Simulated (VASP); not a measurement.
Input:

```
AlCo
1.0
    2.87760     0.00000     0.00000
    0.00000     2.87760     0.00000
    0.00000     0.00000     2.87760
Al Co
1 1
Direct
  0.50000   0.50000   0.50000
  0.00000   0.00000   0.00000
```

Level of theory: AM05 GGA, VASP's PBE PAW potentials (set 64) (plane waves; VASP 6.6.1). Run with 520 eV cut-off, 13×13×13 Γ-centred mesh, first-order Methfessel-Paxton smearing of 0.10 eV, potentials Al Co.

Q: Give the stress tensor in GPa (positive for a compressed cell).

A: 
```
-10.01    0.00    0.00
  0.00  -10.01    0.00
  0.00    0.00  -10.01
```
The pressure is its mean diagonal, -10.01 GPa.

The compound is CoAl in the CsCl type structure. This cell is one point of a volume scan, at 1.06 of the reference volume. The run is not spin-polarised, so no magnetic state was tried.
